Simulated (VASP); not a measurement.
```
CELL_PARAMETERS angstrom
      1.26041    -2.18309     0.00000
      1.26041     2.18309     0.00000
      0.00000     0.00000     4.16990
ATOMIC_POSITIONS crystal
  B  0.66667 0.33333 0.50033
  B  0.33333 0.66667 0.00033
  N  0.66667 0.33333 0.87467
  N  0.33333 0.66667 0.37467
```

Method: PBEsol GGA, VASP's PBE PAW potentials (set 64) (plane waves; VASP). Run with 620 eV cut-off, 10×10×5 Γ-centred mesh, Gaussian smearing of 0.050 eV, potentials B N.

Question: Estimate the energy per atom (σ→0), pressure.

Answer: 
- energy per atom (σ→0): -9.154 eV/atom
- pressure: 10.00 GPa

The compound is BN in the wurtzite structure, a metastable high-pressure form. It was relaxed first under an external pressure of 10 GPa.
